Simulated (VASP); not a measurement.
VASP runs on ZrB (space group P-6m2) share one base input (PBE GGA, plane waves, VASP's PBE PAW potentials (set 64)) and change the settings named in each case.

KPOINTS:
```
Automatic mesh
0
Gamma
6 6 6
0 0 0
```

**INCAR**
```
LCHARG=.FALSE.
ISIF=2
LREAL=.FALSE.
LASPH=.TRUE.   # aspherical one-centre terms
NELM=100
LMAXMIX=4   # l cut-off of mixed one-centre charges
ENCUT=400
LWAVE=.FALSE.
SYSTEM=ZrB
ISMEAR=0   # Gaussian
SIGMA=0.136
EDIFF=1E-6
PREC=Accurate
ALGO=Normal
GGA=PE   # PBE
```

POSCAR:
```
ZrB
6.2875820
  0.5000000000   0.0000000000   0.0000000000
 -0.2500000795   0.4330125635   0.0000000000
  0.0000000000   0.0000000000   0.4879751866
Zr B
1 1
Direct
  0.0000000000   0.0000000000   0.0000000000
  0.6666670000   0.3333330000   0.5000000000
```

POTCAR, in this order: Zr_sv B (PBE.64 set). Program: vasp_std.

| change | E(σ→0) (eV/atom) | pressure (GPa) | −TS (eV) |
|---|---|---|---|
| base run | -7.2194 | 27.75 | -0.0180 |
| GGA removed, POTCAR Zr_sv B (LDA.64 set) | -8.0563 | 19.05 | -0.0187 |
| GGA_COMPAT = .FALSE., LNONCOLLINEAR = .TRUE., LSORBIT = .TRUE., MAGMOM = 0.0 0.0 0.0 0.0 0.0 0.0, program vasp_ncl | -7.2558 | 27.65 | -0.0179 |
| KPOINTS 2×2×2 Γ-centred mesh | -7.6026 | 19.89 | -0.0425 |
 Energies of different potentials or functionals have different zeros.  At 400 eV the pressure can carry a Pulay error.

Left out are runs that ran out of time, are held back, or changed the cell or the kind of run, fixed moments of cells without a moment, rows past the twelfth, gaps on odd meshes, pressures of charged cells and columns that move by less than the noise.

The structure was generated: ZrB was put into an ordered model structure, which need not be its known phase. The cell was not relaxed at this level, its lattice was scaled by up to 2.5 %.
